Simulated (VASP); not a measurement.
These are PBE GGA, VASP's PBE PAW potentials (set 64) (plane waves; VASP) values and carry that method's errors.

Input for VASP

**KPOINTS**
```
Automatic
0
Gamma
 8 8 8
```

### INCAR
```
SYSTEM  =  Ni3Si
PREC  =  Accurate; ENCUT  =  400; LREAL  =  .False.
LASPH  =  .True.; NELECT  =  33.98
EDIFF  =  1E-6; NELM  =  100; ALGO  =  Normal
LMAXMIX  =  4
ISMEAR  =  0; SIGMA  =  0.05
GGA  =  PE
ISIF  =  2
LWAVE  =  .False.; LCHARG  =  .False.
```

File POSCAR:
```
Ni3Si
7.16040
  0.5000000000   0.0000000000   0.0000000000
  0.0000000000   0.5000000000   0.0000000000
  0.0000000000   0.0000000000   0.5000000000
Si Ni
1 3
direct
  0.0000000000   0.0000000000   0.0000000000
  0.0000000000   0.5000000000   0.5000000000
  0.5000000000   0.0000000000   0.5000000000
  0.5000000000   0.5000000000   0.0000000000
```

POTCAR, in this order: Si Ni (PBE.64 set). Program: vasp_std.

Output of the run:

File OSZICAR:
```
       N       E                     dE             d eps       ncg     rms          rms(c)
DAV:   1     0.173875572143E+03    0.17388E+03   -0.12696E+04  1470   0.168E+03
DAV:   2    -0.181369147796E+02   -0.19201E+03   -0.18531E+03  1470   0.337E+02
DAV:   3    -0.272043980836E+02   -0.90675E+01   -0.86981E+01  1677   0.965E+01
DAV:   4    -0.274252553439E+02   -0.22086E+00   -0.22021E+00  1713   0.134E+01
DAV:   5    -0.274334465780E+02   -0.81912E-02   -0.81894E-02  1752   0.241E+00    0.184E+01
DAV:   6    -0.278770169833E+02   -0.44357E+00   -0.59512E+01  1718   0.123E+02    0.185E+01
DAV:   7    -0.238082993517E+02    0.40687E+01   -0.17440E+01  1628   0.689E+01    0.353E+00
DAV:   8    -0.237934278713E+02    0.14871E-01   -0.78223E-01  1513   0.602E+00    0.139E+00
DAV:   9    -0.237759644167E+02    0.17463E-01   -0.37291E-02  1950   0.277E+00    0.561E-01
DAV:  10    -0.237736096399E+02    0.23548E-02   -0.31243E-03  1945   0.431E-01    0.237E-01
DAV:  11    -0.237731978210E+02    0.41182E-03   -0.84876E-04  2253   0.333E-01    0.541E-02
DAV:  12    -0.237731872635E+02    0.10557E-04   -0.11593E-04  1647   0.122E-01    0.143E-02
DAV:  13    -0.237731869463E+02    0.31726E-06   -0.67957E-06  1555   0.178E-02
   1 F= -.23773187E+02 E0= -.23772160E+02  d E =-.205406E-02
```

**OUTCAR**
```
------------------------ aborting loop because EDIFF is reached ----------------------------------------
  FORCE on cell =-STRESS in cart. coord.  units (eV):
  Direction    XX          YY          ZZ          XY          YZ          ZX
  --------------------------------------------------------------------------------------
  Total       -3.6648646     -3.6648646     -3.6648646      0.0000000     -0.0000000      0.0000000
  in kB     -127.9518739   -127.9518739   -127.9518739      0.0000000     -0.0000000      0.0000000
  external PRESSURE =    -127.9518739 kB  Pullay stress =       0.0000000 kB
  volume of cell :       45.89
      direct lattice vectors                 reciprocal lattice vectors
     3.580200000  0.000000000  0.000000000     0.279314005  0.000000000  0.000000000
     0.000000000  3.580200000  0.000000000     0.000000000  0.279314005  0.000000000
     0.000000000  0.000000000  3.580200000     0.000000000  0.000000000  0.279314005
 POSITION                                       TOTAL-FORCE (eV/Angst)
 -----------------------------------------------------------------------------------
      0.00000      0.00000      0.00000         0.000000      0.000000      0.000000
      0.00000      1.79010      1.79010         0.000000      0.000000      0.000000
      1.79010      0.00000      1.79010         0.000000      0.000000      0.000000
      1.79010      1.79010      0.00000         0.000000      0.000000      0.000000
 -----------------------------------------------------------------------------------
    total drift:                                0.000000     -0.000000     -0.000000
  FREE ENERGIE OF THE ION-ELECTRON SYSTEM (eV)
  ---------------------------------------------------
  free  energy   TOTEN  =       -23.7731869463 eV

  energy  without entropy=      -23.7711328814  energy(sigma->0) =      -23.77215991
```
(Selected blocks of OUTCAR.)

OUTCAR:
```
 val. band max:        9.6800853451   @ k =   0.1250   0.1250   0.0000

 cond. band min:       9.7499823712   @ k =   0.5000   0.3750   0.3750


 Fermi energy:         9.7193639622

 k-point     1 :       0.0000    0.0000    0.0000
  band No.  band energies     occupation
      1      -1.6926      2.00000
      2       5.2561      2.00000
      3       6.0539      2.00000
      4       6.0539      2.00000
      5       6.5277      2.00000
      6       6.5277      2.00000
      7       6.5277      2.00000
      8       8.3306      2.00000
      9       8.3306      2.00000
     10       8.3306      2.00000
     11       8.9405      2.00000
     12       8.9405      2.00000
     13       8.9405      2.00000
     14       9.1711      2.00000
     15       9.1711      2.00000
     16       9.4605      2.00000
     17       9.7618      0.22992
     18       9.7618      0.22992
     19       9.7618      0.22992
     20      13.9978      0.00000
     21      15.7839      0.00000

 k-point     2 :       0.1250    0.0000    0.0000
  band No.  band energies     occupation
      1      -1.5200      2.00000
      2       5.2501      2.00000
      3       5.8102      2.00000
      4       6.1730      2.00000
      5       6.5074      2.00000
      6       6.5074      2.00000
      7       6.5757      2.00000
      8       8.0450      2.00000
      9       8.0450      2.00000
     10       8.2792      2.00000
     11       8.4667      2.00000
     12       9.0416      2.00000
     13       9.0416      2.00000
     14       9.1659      2.00000
     15       9.1733      2.00000
     16       9.3933      2.00000
     17       9.7621      0.22668
     18      10.1134      0.00000
     19      10.1134      0.00000
     20      14.3559      0.00000
     21      15.7627      0.00000

 k-point     3 :       0.2500    0.0000    0.0000
  band No.  band energies     occupation
      1      -1.0205      2.00000
      2       4.4720      2.00000
      3       5.7823      2.00000
...
```

The cell is charged, with a uniform compensating background.

The compound is Ni3Si in the L1_2 structure. The cell was not relaxed at this level. The run is one of a series of settings (ISMEAR = 0, NELECT = 33.98, SIGMA = 0.05 against the base run), some of them coarse on purpose. The run is not spin-polarised, so no magnetic state was tried.
